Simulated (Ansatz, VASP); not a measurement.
# Ga2S3O12 (Ga2S3O12 (R-3)) in two plane-wave programs

Aim: how closely do two programs agree when they are given the same cell, functional and k mesh? The structure shown is the start of the Ansatz relaxation below; VASP solves that cell, so the two are compared at the walk's first step.

Main program and level: Ansatz 0.2.0; plane waves, with VASP 6.6.1 beside it; single point at PBEsol.

## Step 1: The structure

It takes space group R-3 (No. 148, trigonal). Conventional cell: a = 8.081 Å, b = 8.081 Å, c = 21.944 Å, α = 90.00°, β = 90.00°, γ = 120.00°. Nearest to Ga lie 6 O at 1.95 Å. Nearest to Ga lie 6 O at 1.95 to 1.96 Å. Nearest to S lie 4 O at 1.46 to 1.47 Å. Nearest to O lie 1 S at 1.46 Å and 1 Ga at 1.95 Å. O has 1 S at 1.47 Å and 1 Ga at 1.96 Å nearest. Nearest to O lie 1 S at 1.47 Å and 1 Ga at 1.95 Å. Farther neighbours and most contacts between anions are not listed.

## Step 2: Ansatz: relaxation, PBEsol

Ansatz runs on its default PAW (the set named soft_2) files.

The two programs are compared at the cell with which this relaxation starts, whose forces are those of its first step.

Input file input.yaml:

```yaml
crystal:
  lattice:
    - [4.0403184, 2.3326789, 7.3147371]
    - [-4.0403184, 2.3326789, 7.3147371]
    - [0.0, -4.6653578, 7.3147371]
  atoms:
    - { symbol: Ga, position: [0.85623598, 0.85623598, 0.85623598] }
    - { symbol: Ga, position: [0.14376402, 0.14376402, 0.14376402] }
    - { symbol: Ga, position: [0.65064983, 0.65064983, 0.65064983] }
    - { symbol: Ga, position: [0.34935017, 0.34935017, 0.34935017] }
    - { symbol: S, position: [0.96099697, 0.24878061, 0.5421202] }
    - { symbol: S, position: [0.5421202, 0.96099697, 0.24878061] }
    - { symbol: S, position: [0.24878061, 0.5421202, 0.96099697] }
    - { symbol: S, position: [0.03900303, 0.75121939, 0.4578798] }
    - { symbol: S, position: [0.4578798, 0.03900303, 0.75121939] }
    - { symbol: S, position: [0.75121939, 0.4578798, 0.03900303] }
    - { symbol: O, position: [0.98618424, 0.20310708, 0.38887258] }
    - { symbol: O, position: [0.38887258, 0.98618424, 0.20310708] }
    - { symbol: O, position: [0.20310708, 0.38887258, 0.98618424] }
    - { symbol: O, position: [0.01381576, 0.79689292, 0.61112742] }
    - { symbol: O, position: [0.61112742, 0.01381576, 0.79689292] }
    - { symbol: O, position: [0.79689292, 0.61112742, 0.01381576] }
    - { symbol: O, position: [0.15585543, 0.21381802, 0.52597551] }
    - { symbol: O, position: [0.52597551, 0.15585543, 0.21381802] }
    - { symbol: O, position: [0.21381802, 0.52597551, 0.15585543] }
    - { symbol: O, position: [0.84414457, 0.78618198, 0.47402449] }
    - { symbol: O, position: [0.47402449, 0.84414457, 0.78618198] }
    - { symbol: O, position: [0.78618198, 0.47402449, 0.84414457] }
    - { symbol: O, position: [0.82609135, 0.45862196, 0.51452539] }
    - { symbol: O, position: [0.51452539, 0.82609135, 0.45862196] }
    - { symbol: O, position: [0.45862196, 0.51452539, 0.82609135] }
    - { symbol: O, position: [0.17390865, 0.54137804, 0.48547461] }
    - { symbol: O, position: [0.48547461, 0.17390865, 0.54137804] }
    - { symbol: O, position: [0.54137804, 0.48547461, 0.17390865] }
    - { symbol: O, position: [0.87214571, 0.11771071, 0.74187684] }
    - { symbol: O, position: [0.74187684, 0.87214571, 0.11771071] }
    - { symbol: O, position: [0.11771071, 0.74187684, 0.87214571] }
    - { symbol: O, position: [0.12785429, 0.88228929, 0.25812316] }
    - { symbol: O, position: [0.25812316, 0.12785429, 0.88228929] }
    - { symbol: O, position: [0.88228929, 0.25812316, 0.12785429] }
basis:
  ecutwfc: 420
  xc_grid: 2
hamiltonian:
  xc: pbesol
kpoints:
  mp_grid: { grid: [4, 4, 4] }
scf:
  occupations: { method: fermi_dirac, width: 0.01 }
  max_iter: 150
output:
  forces: true
  stress: true
relax:
  f_tol: 0.01
  max_steps: 60
  cell: {}
checkpoint:
  write: "../pbesol.run"
  compress: false
  write_wavefunctions: false
  write_every: 100000
```

Launch:

```bash
> ansatz run input.yaml --threads 4 --pin off --max-ram 6594MiB --backend cpu --events-out ev --progress --plain --runs-dir out
```

Numbers of over 12 decimals in the logs are rounded to 6 here.

Output:

```text
Engine: ansatz 0.2.0, x86_64-unknown-linux-gnu
Pseudopotentials: kind: paw
Pseudopotential: Ga, paw, valence charge 13, recommended cutoff 420 eV (normal), Ga.paw.azcp
Pseudopotential: S, paw, valence charge 6, recommended cutoff 420 eV (normal), S.paw.azcp
Pseudopotential: O, paw, valence charge 6, recommended cutoff 420 eV (normal), O.paw.azcp
Functional definition: PBEsol
  exchange = pbesol_x
  correlation = pbesol_c
Crystal: 34 atoms, lattice volume = 413.638 Å³
Basis set: ecut = 420 eV, 8083 PW (Γ), exchange–correlation on 120×120×120 points (8 copies of the dense FFT grid, shifted against one another)
Bands: 150, of which v1, the nominal top of the filled ones, is band 116 counted from 1 (115 counted from 0)
Symmetry: 6 space group operations
Space group: R-3 (ITA 148), of the structure as read, at distance tolerance 7.5e-5 Å
k-points: 14 of 64
Non-local potential: Ga, projectors of the file, l = 0: 2, l = 1: 2, l = 2: 3, l = 3: 1
Non-local potential: S, projectors of the file, l = 0: 2, l = 1: 2, l = 2: 2
Non-local potential: O, projectors of the file, l = 0: 2, l = 1: 2, l = 2: 1
PAW form: soft (Blöchl's): semilocal exchange-correlation on the pseudo side does not see the compensation charge
PAW frozen core: Ga, regenerated for the run's functional, and the local potential with it (the file was generated under x = pbe(κ = 0.804, μ = 0.219515), c = pbe(β = 0.066725))
PAW frozen core: S, regenerated for the run's functional, and the local potential with it (the file was generated under x = pbe(κ = 0.804, μ = 0.219515), c = pbe(β = 0.066725))
PAW frozen core: O, regenerated for the run's functional, and the local potential with it (the file was generated under x = pbe(κ = 0.804, μ = 0.219515), c = pbe(β = 0.066725))
PAW one-centre angular grid: Ga, 590 points (default); XC on 64 Gauss nodes
PAW one-centre angular grid: S, 110 points (default); XC on 64 Gauss nodes
PAW one-centre angular grid: O, 110 points (default); XC on 64 Gauss nodes
Initial density: superposition of atomic densities (neutral atoms: chi_scale 0, normalization atom), corrected by the library's trained network
Initial wavefunctions: pseudopotential atomic-orbital guess
Functional: x = pbesol(κ = 0.804, μ = 0.123457), c = pbesol(β = 0.046)
SCF iter   1: F=—  HF=-33734.124665 eV  |F-HF|=—  |Δ(HF+E_count)|=         —  Δρ=1.13e-2  dr2=3.75e-1  ethr=1.77e-3  ⟨swp⟩=6.0  Hψ=9354  notcnv=0  defer=171
preconditioner: auto → Resta (q_TF=auto, 2.478 Å⁻¹)  ε∞=3.4  [insulator: Δε(μ)=4.719 eV  Ē_g=17.953 eV  σ=0.010 eV  W_gap=1.00  n_scr=118 (ndim 8)  ℏωp=27.8 eV  f_vac=0.186  D(μ)=0.00/eV (n_scr^D=0)  ε∞_Penn≈3.4]
SCF iter   2: F=—  HF=-33734.006348 eV  |F-HF|=—  |Δ(HF+E_count)|=   1.18e-1  Δρ=1.82e-3  dr2=1.19e-2  ethr=1.62e-4  ⟨swp⟩=2.0  Hψ=3394  notcnv=0  defer=420
SCF iter   3: F=—  HF=-33734.018518 eV  |F-HF|=—  |Δ(HF+E_count)|=   1.22e-2  Δρ=8.82e-4  dr2=2.43e-3  ethr=5.14e-6  ⟨swp⟩=2.7  Hψ=3233  notcnv=0  defer=420
SCF iter   4: F=—  HF=-33734.020104 eV  |F-HF|=—  |Δ(HF+E_count)|=   1.59e-3  Δρ=2.44e-4  dr2=1.63e-4  ethr=1.05e-6  ⟨swp⟩=2.1  Hψ=2741  notcnv=0  defer=420
SCF iter   5: F=—  HF=-33734.020165 eV  |F-HF|=—  |Δ(HF+E_count)|=   6.07e-5  Δρ=8.77e-5  dr2=2.88e-5  ethr=7.01e-8  ⟨swp⟩=2.0  Hψ=2968  notcnv=0  defer=420
SCF iter   6: F=—  HF=-33734.019747 eV  |F-HF|=—  |Δ(HF+E_count)|=   4.18e-4  Δρ=2.87e-5  dr2=5.08e-6  ethr=1.24e-8  ⟨swp⟩=2.0  Hψ=2968  notcnv=0  defer=420
SCF iter   7: F=—  HF=-33734.019754 eV  |F-HF|=—  |Δ(HF+E_count)|=   6.70e-6  Δρ=8.27e-6  dr2=4.54e-7  ethr=2.19e-9  ⟨swp⟩=2.0  Hψ=2856  notcnv=0  defer=420
SCF iter   8: F=—  HF=-33734.019754 eV  |F-HF|=—  |Δ(HF+E_count)|=   4.00e-7  Δρ=7.07e-6  dr2=1.77e-7  ethr=4.31e-11  ⟨swp⟩=4.9  Hψ=7421  notcnv=0
SCF iter   9: F=-33734.019754 eV  HF=-33734.019754 eV  |F-HF|=9.51e-9  |Δ(HF+E_count)|=   9.18e-9  Δρ=1.66e-6  dr2=1.56e-8  ethr=4.31e-11  ⟨swp⟩=4.0  Hψ=6587  notcnv=0
SCF 1 converged in 9 iterations: F = -33734.019754 eV  dr2 = 1.56e-8
  greatest PAW one-centre occupation: 0.998 electrons in one spin orbital (limit 2), on the Ga atom at site 3 (counted from 0), in its partial waves of l = 2
relax step   1: F+E_penalty+E_count = -33734.01975408 eV  Δ(F+E_penalty+E_count) = +0.000e0 eV  max|allowed force component| = 8.264e-1 eV/Å  Δτ_max = 0.0000 Å  P = +4.002 GPa  Ω = 413.638 Å³  (9 SCF iters, dr2 threshold 1.00e-7 eV, accepted)
[...]
relax step   8: F+E_penalty+E_count = -33734.16341867 eV  Δ(F+E_penalty+E_count) = +2.186e-3 eV  max|allowed force component| = 3.198e-3 eV/Å  Δτ_max = 0.0020 Å  P = +0.002 GPa  Ω = 418.411 Å³  energy of the carried Pulay correction = -2.381e-3 eV  (6 SCF iters, dr2 threshold 5.65e-8 eV, accepted)
[...]
relax step   9: F+E_penalty+E_count = -33734.16553634 eV  Δ(F+E_penalty+E_count) = -2.118e-3 eV  max|allowed force component| = 3.195e-3 eV/Å  Δτ_max = 0.0000 Å  P = +0.007 GPa  Ω = 418.411 Å³  stress off target by 1.13e-2 GPa  SCF on the basis re-selected at this cell (its energy is not comparable with the rows above)  (5 SCF iters)
basis re-selected at this cell: Δ(F+E_penalty+E_count) = -2.118e-3 eV, ΔP = +0.004 GPa vs the last step (what re-selecting the basis moved, of the pressure what is left beyond the Pulay correction that the steps carried, after the strain that the cell walked since its last selection, with what the two solves' SCF thresholds leave and, on support functions, any second-order correction that the steps lacked; it is no m [...]
SCF converged after 5 iterations
Free energy (F): -33734.165536 eV
Harris-Foulkes:  -33734.165536 eV  (|F-HF|=3.27e-10)
Internal energy: -33734.165536 eV  (E = F + TS)
E sigma→0 (E₀):  -33734.165536 eV
Fermi energy:    5.547785 eV
--- Per-component energies (eV) ---
  E_band       = -1256.085884
  E_kinetic    = 5405.680096
  E_local      = -22512.700346  (includes V_loc(G=0)·N_el)
  E_nonlocal   = 3068.104478
  E_hartree    = 9208.701665
  E_xc         = -2588.742214
  E_vxc        = -2990.216470  (∫ρ·V_xc dr)
  E_paw        = -15030.297674  (= ΣΔE_a)
  E_vpaw       = -2644.418145  (= ΣTr[D̂ρ^β])
  E_aug_tail   = 0.059863  (compensation charges beyond the density's cutoff)
  E_ewald      = -11289.641921
  E_core_change = 4.670517  (= ΣΔE_core)
  E_smearing   = -0.000000  (= −TS)
  E_closure    = -0.000000  (closes the sum)
  Σ components = -33734.165536   (vs F -33734.165536, Δ=0.00e0)
--- Forces (eV/Å), atoms counted from 1 ---
  atom   1  Ga     0.00000000    -0.00000000    -0.00232849
  atom   2  Ga    -0.00000000     0.00000000     0.00232849
  atom   3  Ga     0.00000000     0.00000000     0.00194700
  atom   4  Ga    -0.00000000    -0.00000000    -0.00194700
  atom   5  S      0.00224574     0.00239213     0.00099434
  atom   6  S     -0.00319451     0.00074880     0.00099434
  atom   7  S      0.00094877    -0.00314093     0.00099434
  atom   8  S     -0.00224574    -0.00239213    -0.00099434
  atom   9  S      0.00319451    -0.00074880    -0.00099434
  atom  10  S     -0.00094877     0.00314093    -0.00099434
  atom  11  O      0.00050987     0.00285915     0.00032359
  atom  12  O     -0.00273103    -0.00098802     0.00032359
  atom  13  O      0.00222116    -0.00187113     0.00032359
  atom  14  O     -0.00050987    -0.00285915    -0.00032359
  atom  15  O      0.00273103     0.00098802    -0.00032359
  atom  16  O     -0.00222116     0.00187113    -0.00032359
  atom  17  O     -0.00043486     0.00158963    -0.00056006
  atom  18  O     -0.00115923    -0.00117141    -0.00056006
  atom  19  O      0.00159409    -0.00041822    -0.00056006
  atom  20  O      0.00043486    -0.00158963     0.00056006
  atom  21  O      0.00115923     0.00117141     0.00056006
  atom  22  O     -0.00159409     0.00041822     0.00056006
  atom  23  O     -0.00214451     0.00046570    -0.00011530
  atom  24  O      0.00066894    -0.00209005    -0.00011530
  atom  25  O      0.00147556     0.00162435    -0.00011530
  atom  26  O      0.00214451    -0.00046570     0.00011530
  atom  27  O     -0.00066894     0.00209005     0.00011530
  atom  28  O     -0.00147556    -0.00162435     0.00011530
  atom  29  O      0.00033399    -0.00263821     0.00044133
  atom  30  O      0.00211776     0.00160835     0.00044133
  atom  31  O     -0.00245175     0.00102986     0.00044133
  atom  32  O     -0.00033399     0.00263821    -0.00044133
  atom  33  O     -0.00211776    -0.00160835    -0.00044133
  atom  34  O      0.00245175    -0.00102986    -0.00044133
  max |Σ_I F_I| component: 2.17e-18 eV/Å
--- Stress (GPa, compression-positive) ---
        0.004291      -0.000000      -0.000000
        0.000000       0.004291       0.000000
       -0.000000       0.000000       0.011306
  P = ⅓ Tr σ = 0.0066 GPa (0.066 kbar)
--- Relaxed structure (7 steps of the walk, 6 accepted, 2 SCFs on fresh bases) ---
  F+E_penalty+E_count = -33734.16553634 eV   max|allowed force component| = 3.195e-3 eV/Å   (the final SCF, on the basis selected at the relaxed cell)
  cell:  # Å, volume = 418.4114 Å³
    - [4.049989, 2.338262, 7.363854]
    - [-4.049989, 2.338262, 7.363854]
    - [7.08382489315998e-19, -4.676525, 7.363854]
  atoms:
    - { symbol: Ga, position: [0.855647, 0.855647, 0.855647] }
    - { symbol: Ga, position: [0.144353, 0.144353, 0.144353] }
    - { symbol: Ga, position: [0.651700, 0.651700, 0.651700] }
    - { symbol: Ga, position: [0.348300, 0.348300, 0.348300] }
    - { symbol: S, position: [0.960550, 0.248906, 0.542386] }
    - { symbol: S, position: [0.542386, 0.960550, 0.248906] }
    - { symbol: S, position: [0.248906, 0.542386, 0.960550] }
    - { symbol: S, position: [0.039450, 0.751094, 0.457614] }
    - { symbol: S, position: [0.457614, 0.039450, 0.751094] }
    - { symbol: S, position: [0.751094, 0.457614, 0.039450] }
    - { symbol: O, position: [0.983174, 0.204929, 0.388539] }
    - { symbol: O, position: [0.388539, 0.983174, 0.204929] }
    - { symbol: O, position: [0.204929, 0.388539, 0.983174] }
    - { symbol: O, position: [0.016826, 0.795071, 0.611461] }
    - { symbol: O, position: [0.611461, 0.016826, 0.795071] }
    - { symbol: O, position: [0.795071, 0.611461, 0.016826] }
    - { symbol: O, position: [0.157682, 0.210231, 0.526406] }
    - { symbol: O, position: [0.526406, 0.157682, 0.210231] }
    - { symbol: O, position: [0.210231, 0.526406, 0.157682] }
    - { symbol: O, position: [0.842318, 0.789769, 0.473594] }
    - { symbol: O, position: [0.473594, 0.842318, 0.789769] }
    - { symbol: O, position: [0.789769, 0.473594, 0.842318] }
    - { symbol: O, position: [0.826553, 0.460689, 0.514367] }
    - { symbol: O, position: [0.514367, 0.826553, 0.460689] }
    - { symbol: O, position: [0.460689, 0.514367, 0.826553] }
    - { symbol: O, position: [0.173447, 0.539311, 0.485633] }
    - { symbol: O, position: [0.485633, 0.173447, 0.539311] }
    - { symbol: O, position: [0.539311, 0.485633, 0.173447] }
    - { symbol: O, position: [0.869995, 0.117574, 0.743726] }
    - { symbol: O, position: [0.743726, 0.869995, 0.117574] }
    - { symbol: O, position: [0.117574, 0.743726, 0.869995] }
    - { symbol: O, position: [0.130005, 0.882426, 0.256274] }
    - { symbol: O, position: [0.256274, 0.130005, 0.882426] }
    - { symbol: O, position: [0.882426, 0.256274, 0.130005] }
```

Reading the cycles: dr2 is the Hartree energy of the density residual (eV), the measure of convergence; HF is the Harris–Foulkes estimate of the energy, which meets the free energy F at convergence.

(Part 1 of 2 ends here.)

[Lines on the potential files, build, host, timing and source positions are cut from VASP's logs without a mark.]

[Logs are printed without paths, hosts, clocks, repeated set-up lines and the standing remarks that a program may print on its own settings, such as how far it seeks lower states.]

[Hosts, paths, dates, database ids (printed as entryN), source tags and the programs' standing remarks are cut or masked in the printed files.]
